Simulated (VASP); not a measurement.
Write the native input for VASP 6.6.1 that does the following.

| Quantity | Value |
| --- | --- |
| Task | single point |
| Functional | LDA |
| Potentials or basis | VASP PAW LDA potentials, release 64 (Fe) |
| Cutoff | 600 eV |
| k mesh | 18 × 18 × 18 |
| Occupations | methfessel-paxton, width 0.1 eV |
| Spin | collinear spin, ferromagnetic start |
| Starting moments | [2.5] μB |
| Further INCAR settings | ALGO = Normal; EDIFF = 1e-07; NBANDS = 14; AMIX = 0.2; BMIX = 0.0001 |

The structure of Fe lies in POSCAR:

```
Fe
1.0
   -1.4430000000      1.4430000000      1.4430000000
    1.4430000000     -1.4430000000      1.4430000000
    1.4430000000      1.4430000000     -1.4430000000
Fe
1
Direct
    0.0000000000      0.0000000000      0.0000000000
```

One way to write it, as run:

INCAR

```
ALGO     = Normal         # electronic algorithm
AMIX     = 0.2          
AMIX_MAG = 0.8          
BMIX     = 1E-4         
BMIX_MAG = 1E-4         
EDIFF    = 1E-7           # SCF threshold, eV
ENCUT    = 600            # plane-wave cutoff, eV
ISIF     = 2              # what is computed and relaxed
ISMEAR   = 1              # smearing method
ISPIN    = 2              # spin polarisation
LASPH    = True           # aspherical terms in the spheres
LCHARG   = False          # write CHGCAR
LMAXMIX  = 4              # l up to which the mixer works
LORBIT   = 11             # projections on sites
LREAL    = False          # projectors in reciprocal space
LWAVE    = False          # write WAVECAR
MAGMOM   = 2.5            # initial moments
NBANDS   = 14             # bands
NELM     = 150            # most SCF steps
PREC     = Accurate       # precision mode
SIGMA    = 0.1            # smearing width, eV
```

KPOINTS

```
k-points
0
Gamma
  18 18 18
```

Potentials or basis: VASP PAW LDA potentials, release 64 (Fe).

The run is started by

```sh
$ cat potpaw_LDA.64/Fe/POTCAR > POTCAR
$ mpirun -np 1 vasp_std > vasp.out
```

It gave:

```json
{"Pressure": "-26.5 GPa", "Band gap on the k mesh": "none (metal or under the smearing width)", "Net moment": "2.19 μB per cell", "Site moments": "Fe +2.17 μB", "Valence electrons inside the program's atomic spheres": "Fe 7.17"}
```

Caveat: so large a pressure means that the cell lies far from this level's equilibrium, or that cutoff or potentials fall short.

It took 31 s on 1 thread of Intel(R) Xeon(R) 6975P-C (Granite Rapids), on a shared host, peak memory 0.17 GiB.
